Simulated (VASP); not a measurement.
HfC, 2 atoms in the cell. Symmetry: Pm-3m, No. 221, cubic system. Conventional cell: a = 2.841 Å, b = 2.841 Å, c = 2.841 Å, α = 90.00°, β = 90.00°, γ = 90.00°. Hf (site symmetry m-3m) has 8 C at 2.46 Å as nearest neighbours. Around C (site symmetry m-3m) lie 8 Hf at 2.46 Å. The cell comes from a database or a generator and needn't be the stable form of this composition.

```yaml
Program: VASP 6.6.1
Task: single point
Functional: LDA
Potentials_or_basis: VASP PAW LDA potentials, release 64 (Hf_pv, C)
Cutoff: 520 eV
k_mesh: 6 × 6 × 6
Occupations: gaussian, width 0.05 eV
Spin: no spin polarisation
Dipole_correction: no
Further_INCAR_settings: ALGO = Normal; EDIFF = 1e-07; NBANDS = 14
```

Potentials or basis: VASP PAW LDA potentials, release 64 (Hf_pv, C).

Launch:

```bash
$ cat potpaw_LDA.64/Hf_pv/POTCAR potpaw_LDA.64/C/POTCAR > POTCAR
$ mpirun -np 1 vasp_std > vasp.out
```

Hardware: 1 thread of Intel(R) Xeon(R) Platinum 8488C (Sapphire Rapids) (shared host).

How long does it take, and how much memory?

It took 4.2 s on 1 thread of Intel(R) Xeon(R) Platinum 8488C (Sapphire Rapids), with other jobs on the host, peak memory 0.13 GiB. Counts: scf iterations 15, k points 20.
